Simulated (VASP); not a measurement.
Input for VASP

**POSCAR**
```
In
1.0
 -1.6427300708   1.6427300708   2.5343833791
  1.6427300708  -1.6427300708   2.5343833791
  1.6427300708   1.6427300708  -2.5343833791
In
1
Cart
  0.0000000000   0.0000000000   0.0000000000
```

**KPOINTS**
```
Automatic mesh
0
Gamma
14 14 14
0 0 0
```

### INCAR
```
# general
SYSTEM  = In
PREC    = Accurate
ENCUT   = 520   # plane-wave cut-off (eV)
LREAL   = .FALSE.
LASPH   = .TRUE.

# electronic loop
EDIFF   = 1E-6
NELM    = 100
ALGO    = Normal
LMAXMIX = 4   # l cut-off of mixed one-centre charges

# smearing
ISMEAR  = 1
SIGMA   = 0.1

# functional
GGA     = PE   # PBE

# ions
IBRION  = 2
NSW     = 60   # most ionic steps
ISIF    = 3   # ions, shape and volume
EDIFFG  = -0.01

# output
LWAVE   = .FALSE.
LCHARG  = .FALSE.
```

POTCAR, in this order: In_d (PBE.64 set). Program: vasp_std.

**Question.** Write an equivalent input for Ansatz.

**Answer.** One equivalent input (not run):
Ansatz 0.2 input:
```yaml
crystal:
  lattice:
    - [-1.6427301, 1.6427301, 2.5343834]
    - [1.6427301, -1.6427301, 2.5343834]
    - [1.6427301, 1.6427301, -2.5343834]
  atoms:
    - { symbol: In, position: [0.0000000, 0.0000000, 0.0000000] }
kpoints:
  mp_grid: { grid: [14, 14, 14] }
hamiltonian:
  xc: pbe
  pseudopotentials: { kind: paw }
scf:
  occupations: { method: methfessel_paxton, width: 0.1 }
  max_iter: 100
relax:
  max_steps: 60
  f_tol: 0.01
  cell: {}
output: { forces: true, stress: true, eigenvalues: true }
```
The two are equivalent in intent, not identical: each code has its own PAW files, so the cut-off isn't converted (ENCUT is set for VASP's; basis.ecutwfc is left out, and Ansatz then takes the one that its files recommend); Ansatz stops its SCF on the density residual and VASP on the energy change (EDIFF).

The compound is In in the bct structure. It was relaxed first. The start is the result of an earlier pass.
